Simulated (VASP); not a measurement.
**CeO2 with TPSS: from relaxation to properties**

Wanted: the relaxed cell of CeO2 and its properties. The steps: rough relaxation of the start cell, relaxing cell and atoms (TPSS), density, ELF and potential (TPSS), band structure (TPSS) and total and projected DOS (TPSS). The cell is invented: it takes the structure of COD entry 9009016, HfO2 (space group 225 there), with some of its atoms replaced by other elements, volume scaled by an estimate. It may not be a known or stable phase. The atoms of the start are displaced at random from the sites of a Fm-3m cell.

Method: TPSS, spin-polarised from a ferromagnetic start (one magnetic atom a cell); plane waves and PAW (Ce, O), in the first sound run; inputs show where later runs differ, in VASP 6.6.1.

### Step 1. Set-up

Before any relaxation, the start is as follows. It takes space group P1 (No. 1, triclinic). Conventional cell: a = 4.023 Å, b = 4.023 Å, c = 4.023 Å, α = 60.00°, β = 60.00°, γ = 60.00°. Ce has 8 O at 2.44 to 2.50 Å nearest. Nearest to O lie 4 Ce at 2.44 to 2.50 Å. Nearest to O lie 4 Ce at 2.45 to 2.48 Å. It derives from HfO2. It takes the structure of COD entry 9009016, HfO2 (space group 225 there), with some of its atoms replaced by other elements, volume scaled by an estimate. Farther neighbours and most contacts between anions are not listed.

As a file:

```cif
data_structure
_symmetry_space_group_name_H-M 'P1'
_symmetry_Int_Tables_number 1
_cell_length_a 4.0229
_cell_length_b 4.0229
_cell_length_c 4.0229
_cell_angle_alpha 60.000
_cell_angle_beta 60.000
_cell_angle_gamma 60.000
_cell_volume 46.04
loop_
_atom_site_label
_atom_site_type_symbol
_atom_site_symmetry_multiplicity
_atom_site_Wyckoff_symbol
_atom_site_fract_x
_atom_site_fract_y
_atom_site_fract_z
_atom_site_occupancy
Ce1 Ce 1 a 0.00655 0.99837 0.99831 1
O1 O 1 a 0.24599 0.24940 0.25478 1
O2 O 1 a 0.75162 0.75081 0.74454 1
```

### Step 2. Rough relaxation of the start cell

The start is only an estimate, so a cheap relaxation brings it near a minimum before any careful run. TPSS is an older meta-GGA.

Input file INCAR:

```
SYSTEM = CeO2
PREC = Normal
ENCUT = 520
EDIFF = 1E-05
NELM = 60
ISMEAR = -1
SIGMA = 0.05
LREAL = .FALSE.
ALGO = Normal
METAGGA = TPSS
LASPH = .TRUE.
NBANDS = 19
ISPIN = 2
MAGMOM = 1 0 0
LMAXMIX = 6
LORBIT = 11
LWAVE = .FALSE.
LCHARG = .FALSE.
IBRION = 2
NSW = 40
ISIF = 3
EDIFFG = -0.04
```

Input file POSCAR:

```
CeO2
1.0
    0.0000000000      2.8446480000      2.8446480000
    2.8446480000      0.0000000000      2.8446480000
    2.8446480000      2.8446480000      0.0000000000
Ce O
1 2
Direct
   -0.0016320000     -0.0032320000     -0.0016850000
    0.2494000000      0.2498300000      0.2547790000
    0.7508110000      0.7530290000      0.7445430000
```

Input file KPOINTS:

```
Automatic mesh
0
Gamma
5 5 5
0 0 0
```

PAW data sets: Ce and O (PBE family, release 64).

Started as:

```
mpirun -np 1 vasp_std
```

The program printed:

```text
[banner, memory and clock lines left out]
running    1 mpi-ranks, on    1 nodes
[...]
|                                                                             |
|               ----> ADVICE to this user running VASP <----                  |
|                                                                             |
|     You enforced a specific xc type in the INCAR file but a different       |
|     [... a line on the potential file left out ...]
|     I HOPE YOU KNOW WHAT YOU ARE DOING!                                     |
|                                                                             |

 LDA part: xc-table for (None), standard interpolation
 POSCAR, INCAR and KPOINTS ok, starting setup
[...]
entering main loop
       N       E                     dE             d eps       ncg     rms          rms(c)
DAV:   1     0.239426455151E+03    0.23943E+03   -0.10945E+04  5562   0.163E+03
DAV:   2     0.383797679363E+02   -0.20105E+03   -0.18144E+03  6019   0.334E+02
DAV:   3    -0.149190024749E+02   -0.53299E+02   -0.47866E+02  7444   0.174E+02
DAV:   4    -0.182245239445E+02   -0.33055E+01   -0.32931E+01  6166   0.508E+01
[...]
DAV:  17    -0.376774687628E+02   -0.47382E-04   -0.12314E-04  6887   0.933E-02    0.299E-02
DAV:  18    -0.376775085768E+02   -0.39814E-04   -0.16962E-04  5253   0.910E-02    0.244E-02
DAV:  19    -0.376775079984E+02    0.57836E-06   -0.92784E-05  5322   0.559E-02
   1 F= -.37677508E+02 E0= -.37677508E+02  d E =-.376775E+02  mag=    -0.0000
[... from here on, the cycles between the ionic steps are left out ...]
   2 F= -.37584697E+02 E0= -.37584697E+02  d E =0.928112E-01  mag=     0.0000
   3 F= -.38030280E+02 E0= -.38030280E+02  d E =-.352772E+00  mag=     0.0000
   4 F= -.38030536E+02 E0= -.38030536E+02  d E =-.353028E+00  mag=     0.0000
   5 F= -.38030464E+02 E0= -.38030464E+02  d E =-.352956E+00  mag=     0.0000
   6 F= -.38033462E+02 E0= -.38033462E+02  d E =-.299883E-02  mag=     0.0000
   7 F= -.38034410E+02 E0= -.38034410E+02  d E =-.394594E-02  mag=     0.0000
[...]
hard stop encountered!  aborting job ...
[...]
|     The electronic self-consistency was not achieved in the given           |
[...]
soft stop encountered!  aborting job ...
   8 F= -.38034396E+02 E0= -.38034396E+02  d E =-.606596E-09  mag=     0.0000
 deleting file STOPCAR
```

Wall time 31 min (1 MPI rank of AMD EPYC 7R43, shared host); peak memory 0.2 GiB.

Lines that name or quote the potential files are left out of all logs, and their timing lines are given in words.

The run was stopped at its time limit, by a STOPCAR file.

By then 7 ionic steps had been finished.

The next step goes on from the cell that it reached.

### Step 3. Relaxing cell and atoms (TPSS)

Properties are meant for the cell that this level of theory prefers, so cell and atoms are relaxed first (ISIF = 3) until forces and stress are small; EDIFFG sets the threshold.

Input file INCAR:

```
SYSTEM = CeO2
PREC = Accurate
ENCUT = 520
EDIFF = 1E-06
NELM = 100
ISMEAR = -1
SIGMA = 0.05
LREAL = .FALSE.
ALGO = Normal
METAGGA = TPSS
LASPH = .TRUE.
NBANDS = 19
ISPIN = 2
MAGMOM = 1 0 0
LMAXMIX = 6
LORBIT = 11
LWAVE = .FALSE.
LCHARG = .FALSE.
IBRION = 2
NSW = 60
ISIF = 3
EDIFFG = -0.01
```

Input file POSCAR:

```
CeO2
1.0
    1.9233514000      1.1104474500      3.1476063500
   -1.9233514000      1.1104474500      3.1476063500
    0.0000000000     -2.2208949000      3.1476063500
Ce O
1 2
Direct
    0.5000000000      0.5000000000      0.5000000000
    0.7501031890      0.7501031890      0.7501031890
    0.2498968110      0.2498968110      0.2498968110
```

Input file KPOINTS:

```
Automatic mesh
0
Gamma
7 7 7
0 0 0
```

The cell reached was symmetrised within 0.01 Å before this step, which raises the operations from 1 to 12, which the run then keeps.

Started as:

```
mpirun -np 1 vasp_std
```

The program printed:

```text
[banner, memory and clock lines left out]
running    1 mpi-ranks, on    1 nodes
 distrk:  each k-point on    1 cores,    1 groups
 distr:  one band on    1 cores,    1 groups

 POSCAR found type information on POSCAR CeO
 POSCAR found :  2 types and       3 ions
 [... a notice as in an earlier step ...]

 LDA part: xc-table for (None), standard interpolation
 POSCAR, INCAR and KPOINTS ok, starting setup
 FFT: planning ... GRIDC
 FFT: planning ... GRID_SOFT
 FFT: planning ... GRID
 WAVECAR not read
 entering main loop
       N       E                     dE             d eps       ncg     rms          rms(c)
DAV:   1     0.247119967466E+03    0.24712E+03   -0.10997E+04  3392   0.162E+03
DAV:   2     0.278867456557E+02   -0.21923E+03   -0.19577E+03  4266   0.341E+02
DAV:   3    -0.159938717299E+02   -0.43881E+02   -0.40056E+02  4430   0.155E+02
DAV:   4    -0.178270265753E+02   -0.18332E+01   -0.17884E+01  4856   0.348E+01
DAV:   5    -0.179481033275E+02   -0.12108E+00   -0.12104E+00  5639   0.685E+00    0.413E+01
DAV:   6    -0.411778681518E+02   -0.23230E+02   -0.15776E+02  3816   0.125E+02    0.158E+01
DAV:   7    -0.384018142000E+02    0.27761E+01   -0.12233E+01  4995   0.340E+01    0.876E+00
DAV:   8    -0.389238584738E+02   -0.52204E+00   -0.57869E+00  4163   0.446E+01    0.108E+01
DAV:   9    -0.380916551085E+02    0.83220E+00   -0.61502E+00  4878   0.187E+01    0.406E+00
DAV:  10    -0.381341255855E+02   -0.42470E-01   -0.34391E-01  3814   0.493E+00    0.352E+00
DAV:  11    -0.380881582290E+02    0.45967E-01   -0.79331E-02  5438   0.159E+00    0.244E+00
DAV:  12    -0.380200608331E+02    0.68097E-01   -0.29611E-01  4382   0.344E+00    0.890E-01
DAV:  13    -0.380268542110E+02   -0.67934E-02   -0.43258E-02  4769   0.141E+00    0.686E-01
DAV:  14    -0.380263363925E+02    0.51782E-03   -0.41464E-03  4788   0.508E-01    0.438E-01
DAV:  15    -0.380265073869E+02   -0.17099E-03   -0.28723E-03  3513   0.328E-01    0.102E-01
DAV:  16    -0.380264908582E+02    0.16529E-04   -0.18022E-04  5919   0.138E-01    0.104E-01
DAV:  17    -0.380264554740E+02    0.35384E-04   -0.68359E-05  4907   0.667E-02    0.404E-02
DAV:  18    -0.380264729312E+02   -0.17457E-04   -0.34877E-04  5061   0.159E-01    0.365E-02
DAV:  19    -0.380264634072E+02    0.95240E-05   -0.34354E-05  4936   0.615E-02    0.206E-02
DAV:  20    -0.380264626848E+02    0.72245E-06   -0.24117E-06  2980   0.124E-02
   1 F= -.38026463E+02 E0= -.38026463E+02  d E =-.380265E+02  mag=     0.0000
 curvature:   0.00 expect dE= 0.000E+00 dE for cont linesearch  0.000E+00
 trial: gam= 0.00000 g(F)=  0.226E-04 g(S)=  0.338E-03 ort = 0.000E+00 (trialstep = 0.100E+01)
 search vector abs. value=  0.361E-03
 bond charge predicted
       N       E                     dE             d eps       ncg     rms          rms(c)
DAV:   1    -0.380288523169E+02   -0.23889E-02   -0.75250E-02  4512   0.287E+00    0.790E-01
DAV:   2    -0.380275845479E+02    0.12678E-02   -0.10475E-02  3696   0.152E+00    0.325E-01
DAV:   3    -0.380268436786E+02    0.74087E-03   -0.71365E-03  4728   0.107E+00    0.289E-01
DAV:   4    -0.380264433511E+02    0.40033E-03   -0.14912E-03  4528   0.530E-01    0.354E-02
DAV:   5    -0.380264445038E+02   -0.11527E-05   -0.25660E-04  4976   0.107E-01    0.478E-02
DAV:   6    -0.380264431777E+02    0.13260E-05   -0.45947E-05  4593   0.440E-02    0.145E-02
DAV:   7    -0.380264432947E+02   -0.11694E-06   -0.50951E-06  4442   0.106E-02
   2 F= -.38026443E+02 E0= -.38026443E+02  d E =0.193901E-04  mag=     0.0000
[...]
3 F= -.38026532E+02 E0= -.38026532E+02  d E =-.698000E-04  mag=    -0.0000
 curvature:  -0.23 expect dE=-0.102E-04 dE for cont linesearch -0.802E-08
 trial: gam= 0.11172 g(F)=  0.890E-05 g(S)=  0.350E-04 ort = 0.354E-05 (trialstep = 0.896E+00)
 search vector abs. value=  0.492E-04
 bond charge predicted
       N       E                     dE             d eps       ncg     rms          rms(c)
DAV:   1    -0.380266206199E+02   -0.88774E-04   -0.74005E-03  3344   0.115E+00    0.787E-02
DAV:   2    -0.380265876640E+02    0.32956E-04   -0.37826E-04  3414   0.216E-01    0.437E-02
DAV:   3    -0.380265771277E+02    0.10536E-04   -0.89137E-05  4720   0.114E-01    0.412E-02
DAV:   4    -0.380265654884E+02    0.11639E-04   -0.46525E-05  4496   0.919E-02    0.142E-02
DAV:   5    -0.380265658378E+02   -0.34942E-06   -0.52267E-06  4014   0.268E-02
   4 F= -.38026566E+02 E0= -.38026566E+02  d E =-.333531E-04  mag=    -0.0000
 trial-energy change:   -0.000033  1 .order   -0.000031   -0.000040   -0.000022
 step:   2.0012(harm=  2.0012)  dis= 0.00109  next Energy=   -38.026577 (dE=-0.443E-04)
 reached required accuracy - stopping structural energy minimisation
```

The job ended after 19 min (1 MPI rank; peak memory 0.23 GiB).

OUTCAR, selected parts (step 3):

```text
ion  position               nearest neighbor table
   1  0.500  0.500  0.500-   3 2.36   3 2.36   2 2.36   2 2.36   3 2.36   2 2.36   3 2.36   2 2.36

  LATTYP: Found a trigonal (rhomboedric) cell.
 ALAT       =     3.8522460827
 COS(alpha) =     0.5014379380

 Subroutine GETGRP returns: Found 12 space group operations
 (whereof 12 operations were pure point group operations)

The static configuration has the point symmetry D_3d.

 Found     44 irreducible k-points:

   k-points           NKPTS =     44   k-points in BZ     NKDIM =     44   number of bands    NBANDS=     19

   dimension x,y,z NGX =    30 NGY =   30 NGZ =   30
   dimension x,y,z NGXF=    60 NGYF=   60 NGZF=   60

   ENCUT  =  520.0 eV  38.22 Ry    6.18 a.u.   7.16  7.16  7.16*2*pi/ulx,y,z

   NELECT =      24.0000    total number of electrons

 k-points in reciprocal lattice and weights: Automatic mesh
   0.00000000  0.00000000  0.00000000       0.003
   0.14285714  0.00000000  0.00000000       0.017
   0.28571429 -0.00000000  0.00000000       0.017
   0.42857143  0.00000000  0.00000000       0.017
   0.14285714  0.14285714 -0.00000000       0.017
   0.28571429  0.14285714  0.00000000       0.035
   0.42857143  0.14285714  0.00000000       0.035
  -0.42857143  0.14285714 -0.00000000       0.035
  -0.28571429  0.14285714  0.00000000       0.035
[...]
0.42857143  0.42857143  0.42857143       0.006
  -0.42857143  0.42857143  0.42857143       0.017

 average (electrostatic) potential at core
       1 -78.9942       2 -69.7449       3 -69.7449

 E-fermi :   6.0130

 spin component 1
 k-point     1 :       0.0000    0.0000    0.0000
  band No.  band energies     occupation
    ...
      8       1.2365      1.00000
      9       1.2365      1.00000
     10       4.4583      1.00000
     11       4.4589      1.00000
     12       4.4589      1.00000
     13       7.3932      0.00000
     14       7.3932      0.00000
     15       7.3941      0.00000
     16       7.5910      0.00000
     17       7.9962      0.00000
    ...

 k-point     2 :       0.1429    0.0000    0.0000
  band No.  band energies     occupation
    ...
      8       1.4193      1.00000
      9       1.7280      1.00000
     10       4.2788      1.00000
     11       4.3825      1.00000
     12       4.3837      1.00000
     13       7.3730      0.00000
     14       7.3738      0.00000
     15       7.3950      0.00000
     16       7.6161      0.00000
     17       7.8260      0.00000
    ...

 k-point     3 :       0.2857   -0.0000    0.0000
  band No.  band energies     occupation
    ...
      8       1.8099      1.00000
      9       2.8002      1.00000
     10       4.0017      1.00000
     11       4.2600      1.00000
     12       4.2625      1.00000
     13       7.3037      0.00000
     14       7.3040      0.00000
     15       7.3989      0.00000
     16       7.4319      0.00000
     17       7.7423      0.00000
    ...

 k-point     4 :       0.4286    0.0000    0.0000
  band No.  band energies     occupation
    ...
      8       2.0798      1.00000
      9       3.6152      1.00000
     10       3.8931      1.00000
     11       4.2389      1.00000
     12       4.2425      1.00000
     13       7.0963      0.00000
     14       7.2462      0.00000
     15       7.2463      0.00000
     16       7.4020      0.00000
     17       7.8491      0.00000
    ...

 k-point     5 :       0.1429    0.1429   -0.0000
  band No.  band energies     occupation
    ...
      8       1.5538      1.00000
      9       1.7837      1.00000
     10       3.7082      1.00000
     11       4.6054      1.00000
     12       4.6056      1.00000
     13       7.3294      0.00000
     14       7.4053      0.00000
     15       7.4057      0.00000
     16       7.6296      0.00000
     17       7.7070      0.00000
    ...

 k-point     6 :       0.2857    0.1429    0.0000
  band No.  band energies     occupation
    ...
      8       1.9438      1.00000
      9       2.6510      1.00000
     10       3.1685      1.00000
     11       4.6225      1.00000
     12       4.6245      1.00000
     13       7.2634      0.00000
     14       7.3603      0.00000
     15       7.4058      0.00000
     16       7.5806      0.00000
     17       7.6510      0.00000
    ...

  Total       -0.0006354     -0.0006354     -0.0282597      0.0000000      0.0000000      0.0000000
  in kB       -0.0251989     -0.0251989     -1.1207559      0.0000000      0.0000000      0.0000000
  external PRESSURE =      -0.3903846 kB  Pullay stress =       0.0000000 kB

  energy-cutoff  :      520.00
  volume of cell :       40.40
      direct lattice vectors                 reciprocal lattice vectors
     1.925247625  1.111542236  3.146320465     0.259706852  0.149941821  0.105943860
    -1.925247625  1.111542236  3.146320465    -0.259706852  0.149941821  0.105943860
    -0.000000000 -2.223084472  3.146320465     0.000000000 -0.299883641  0.105943860

 POSITION                                       TOTAL-FORCE (eV/Angst)
 -----------------------------------------------------------------------------------
     -0.00000      0.00000      4.71948        -0.000000     -0.000000      0.000000
     -0.00000      0.00000      7.07935         0.000000     -0.000000     -0.004635
     -0.00000      0.00000      2.35961        -0.000000      0.000000      0.004635
 -----------------------------------------------------------------------------------
    total drift:                               -0.000000     -0.000000      0.000000

  FREE ENERGIE OF THE ION-ELECTRON SYSTEM (eV)
  ---------------------------------------------------
  free  energy   TOTEN  =       -38.0265658378 eV

  energy  without entropy=      -38.0265658369  energy(sigma->0) =      -38.02656584

 reached required accuracy - stopping structural energy minimisation

 total charge
# of ion       s       p       d       f       tot
--------------------------------------------------
    1        2.038   5.825   0.858   0.917   9.638
    2        1.558   3.429   0.000   0.000   4.987
    3        1.558   3.429   0.000   0.000   4.987
--------------------------------------------------
tot          5.153  12.683   0.858   0.917  19.611

 magnetization (x)
# of ion       s       p       d       f       tot
--------------------------------------------------
    1       -0.000   0.000   0.000  -0.000  -0.000
    2        0.000   0.000   0.000   0.000   0.000
    3        0.000   0.000   0.000   0.000   0.000
--------------------------------------------------
tot         -0.000   0.000   0.000  -0.000  -0.000

[... 5 further parts left out ...]
```

The moments of this start collapse, so this run ends in a non-magnetic state; other starts or orders were not tried. The gap is read on the k-mesh alone, so it is an upper bound where the band edges lie off the mesh, and a coarse mesh can show a gap where there is none. Without U or exact exchange f electrons of an open shell on Ce come out too delocalised, which can shrink the cell and pin f bands at the Fermi level. The PAW data sets were made with PBE, which is usual practice but a small mismatch for other functionals. The run keeps the 12 symmetry operations of its start, so it cannot find a distortion of lower symmetry.

Step by step:

```
step  energy less that of the first step (eV)  largest force (eV/Å)  pressure (GPa)  volume (Å³)
   1                                   0.0000                0.0153            0.30        40.34
   2                                   0.0000                0.0051           -0.49        40.48
   3                                  -0.0001                0.0096           -0.05        40.41
   4                                  -0.0001                0.0046           -0.04        40.40
```

```
conventional cell, symmetrised  before  after  change
                         a (Å)   5.444  5.447  +0.1 %
                         b (Å)   5.444  5.447  +0.1 %
                         c (Å)   5.444  5.447  +0.1 %
              volume (Å³/atom)   13.45  13.47  +0.2 %
```

The relaxed structure:

```xyz
3
Lattice="1.9252 1.1115 3.1463 -1.9252 1.1115 3.1463 0.0000 -2.2231 3.1463" Properties=species:S:1:pos:R:3 pbc="T T T"
Ce    0.0000    0.0000    4.7195
O     0.0000    0.0000    7.0794
O     0.0000    0.0000    2.3596
```

Numbers from this step:

- electrons: 24
- bands: 19
- irreducible k-points: 44
- symmetry operations: 12
- free energy (TOTEN): -38.03 eV
- Fermi energy: 6.013 eV
- pressure: -0.03904 GPa
- metallic, judged on the points sampled: no
- valence top at k: -0.4286, 0.2857, 0.2857
- conduction bottom at k: -0.4286, 0.4286, 0.4286
- least direct gap at k: -0.4286, 0.2857, 0.2857
- SCF cycles over all ionic steps: 39
- gap on the k-mesh: 2.016 eV
- least direct gap on the k-mesh: 2.071 eV

The spin moment in the PAW sphere vanishes on all atoms.

It ends with a largest force of 0.005 eV/Å and a pressure of -0.04 GPa.

(Continued in part 2 of 3.)

[Lines on the potential files, build, host, timing and source positions are cut from VASP's logs without a mark.]

[Logs are printed without paths, hosts, clocks, repeated set-up lines and the standing remarks that a program may print on its own settings, such as how far it seeks lower states.]

[Hosts, paths, dates, database ids (printed as entryN), source tags and the programs' standing remarks are cut or masked in the printed files.]

[A measured line is paired with the nearest computed mode of its activity, which favours agreement.]

[In band tables of VASP the shares of atoms and orbitals are scaled to a sum of 1 inside the atoms' spheres.]
